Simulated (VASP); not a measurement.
Input:

```
Pd2B
1.0
    4.69180     0.00000     0.00000
    0.00000     5.12710     0.00000
    0.00000     0.00000     3.10960
Pd B
4 2
Direct
  0.25000   0.34489   0.00000
  0.75000   0.65511   0.00000
  0.75000   0.15511   0.50000
  0.25000   0.84489   0.50000
  0.00000   0.00000   0.00000
  0.50000   0.50000   0.50000
```

Calculation: PBEsol GGA, VASP's PBE PAW potentials (set 64) (plane waves; VASP). Settings: 400 eV cut-off, 6×5×9 Γ-centred mesh, Fermi-Dirac smearing of 0.050 eV, potentials Pd B.

Problem. Give the energies of bands 13 to 26 at the high-symmetry points, in eV from the Fermi level.

Solution. 
```json
[
 {"band": "13", "Γ": "-3.54", "X": "-3.26", "S": "-3.52", "Y": "-3.34", "Z": "-3.74", "U": "-3.68", "R": "-2.82", "T": "-3.76"},
 {"band": "14", "Γ": "-3.35", "X": "-3.26", "S": "-3.52", "Y": "-3.34", "Z": "-3.74", "U": "-3.68", "R": "-2.82", "T": "-3.76"},
 {"band": "15", "Γ": "-3.34", "X": "-2.54", "S": "-3.34", "Y": "-3.00", "Z": "-2.28", "U": "-2.80", "R": "-2.18", "T": "-2.10"},
 {"band": "16", "Γ": "-3.33", "X": "-2.54", "S": "-3.34", "Y": "-3.00", "Z": "-2.28", "U": "-2.80", "R": "-2.18", "T": "-2.10"},
 {"band": "17", "Γ": "-3.16", "X": "-2.34", "S": "-2.45", "Y": "-2.80", "Z": "-1.90", "U": "-2.15", "R": "-1.92", "T": "-2.00"},
 {"band": "18", "Γ": "-2.14", "X": "-2.34", "S": "-2.45", "Y": "-2.80", "Z": "-1.90", "U": "-2.15", "R": "-1.92", "T": "-2.00"},
 {"band": "19", "Γ": "-1.75", "X": "-1.96", "S": "-2.11", "Y": "-2.56", "Z": "-1.68", "U": "-1.84", "R": "-1.83", "T": "-1.47"},
 {"band": "20", "Γ": "-1.71", "X": "-1.96", "S": "-2.11", "Y": "-2.56", "Z": "-1.68", "U": "-1.84", "R": "-1.83", "T": "-1.47"},
 {"band": "21", "Γ": "-1.69", "X": "-1.63", "S": "-2.10", "Y": "-1.94", "Z": "-1.46", "U": "-1.76", "R": "-1.25", "T": "-0.73"},
 {"band": "22", "Γ": "-1.53", "X": "-1.63", "S": "-2.10", "Y": "-1.94", "Z": "-1.46", "U": "-1.76", "R": "-1.25", "T": "-0.73"},
 {"band": "23", "Γ": "-0.13", "X": "-1.45", "S": "-1.51", "Y": "0.79", "Z": "1.49", "U": "0.10", "R": "-1.09", "T": "-0.37"},
 {"band": "24", "Γ": "0.73", "X": "-1.45", "S": "-1.51", "Y": "0.79", "Z": "1.49", "U": "0.10", "R": "-1.09", "T": "-0.37"},
 {"band": "25", "Γ": "1.59", "X": "2.30", "S": "4.25", "Y": "2.15", "Z": "1.67", "U": "2.91", "R": "2.00", "T": "1.98"},
 {"band": "26", "Γ": "2.71", "X": "2.30", "S": "4.25", "Y": "2.15", "Z": "1.67", "U": "2.91", "R": "2.00", "T": "1.98"}
]
```

It has no gap at this level: it comes out as a metal or semimetal.

The structure comes from a measured BPd2 entry of the Crystallography Open Database, whose conditions weren't checked. The cell was not relaxed at this level.
